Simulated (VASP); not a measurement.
## Pm (relaxed from the simple-cubic structure, space group Pm-3m): computed properties

These are PBEsol GGA, VASP's PBE PAW potentials (set 64) (plane waves; VASP 6.6.1) values and carry that method's errors.

- space group = Pm-3m (221)
- cell = a = 3.197 Å, b = 3.197 Å, c = 3.197 Å, α = 90.00°, β = 90.00°, γ = 90.00°
- volume per atom = 32.66 Å³/atom
- band gap (over mesh and band path) = none (metal, semimetal or under 0.01 eV)
- density = 7.37 g/cm³

```
CELL_PARAMETERS angstrom
      3.19663     0.00000     0.00000
      0.00000     3.19663     0.00000
      0.00000     0.00000     3.19663
ATOMIC_POSITIONS crystal
  Pm 0.00000 0.00000 0.00000
```

The 4f electrons are frozen in the core of the lanthanide potential, so 4f levels, which can set the real gap, and their magnetism are missing.

The structure was generated: Pm was put into the simple-cubic type (Pm-3m), which need not be its known phase. It was relaxed first, which changed the volume by -13 %. Symmetry was kept, so distortions that lower it aren't found.
